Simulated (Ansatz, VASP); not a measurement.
## One calculation of CaBr, two programs

Contents of INCAR:

```
SYSTEM = CaBr
PREC = Accurate
ENCUT = 520
EDIFF = 1E-7
ISMEAR = -1
SIGMA = 0.05
LREAL = .FALSE.
LASPH = .TRUE.
NELM = 100
ALGO = Normal
ISIF = 2
LWAVE = .FALSE.
LCHARG = .FALSE.
GGA = PE
NBANDS = 25
```

File KPOINTS:

```
Automatic mesh
0
G
  8 8 3
  0 0 0
```

The input POSCAR:

```
CaBr
1.0
    4.0567368189      0.0000000000      0.0000000000
   -2.0283684094      3.5132371416      0.0000000000
    0.0000000000      0.0000000000      9.6072104467
Br Ca
2 2
Direct
    0.6666666667      0.3333333333      0.5344880000
    0.3333333333      0.6666666667      0.0344880000
    0.6666666667      0.3333333333      0.8405120000
    0.3333333333      0.6666666667      0.3405120000
```

Contents of input.yaml:

```yaml
crystal:
  lattice:
    - [4.0567368189, 0.0, 0.0]
    - [-2.0283684094, 3.5132371416, 0.0]
    - [0.0, 0.0, 9.6072104467]
  atoms:
    - { symbol: Br, position: [0.6666666667, 0.3333333333, 0.534488] }
    - { symbol: Br, position: [0.3333333333, 0.6666666667, 0.034488] }
    - { symbol: Ca, position: [0.6666666667, 0.3333333333, 0.840512] }
    - { symbol: Ca, position: [0.3333333333, 0.6666666667, 0.340512] }
hamiltonian:
  xc: pbe
  pseudopotentials: { kind: paw }
kpoints:
  mp_grid: { grid: [8, 8, 3] }
scf:
  occupations: { method: fermi_dirac, width: 0.05 }
output:
  forces: true
  stress: true
  eigenvalues: true
```

Change from the starting cell: volume scaled by 0.98.

Alike in both runs: task single point; functional PBE; k mesh 8 × 8 × 3; occupations fermi-dirac, width 0.05 eV; no spin polarisation.

```csv
,VASP,Ansatz
version,VASP 6.6.1,Ansatz 0.2.0
potentials or method,"VASP PAW PBE potentials, release 64 (Br, Ca_sv)",Ansatz PAW
plane-wave cutoff (eV),520,420
valence electrons in the cell,34,34
```

|  | VASP | Ansatz | Ansatz less VASP |
| --- | --- | --- | --- |
| gap on the k mesh at the Fermi level (eV) | none | none | - |
| pressure (GPa) | 1.1 | 1.0 | -0.06 |
| largest component of the traceless stress (GPa) | 0.75 | 0.71 | -0.036 |
| rms of the force components (eV/Å) | 0.092 | 0.089 | -0.0029 |

Atom by atom the forces differ by 0.003 eV/Å (rms over components). A gap of «none» marks a metal or a gap that the smearing closes.
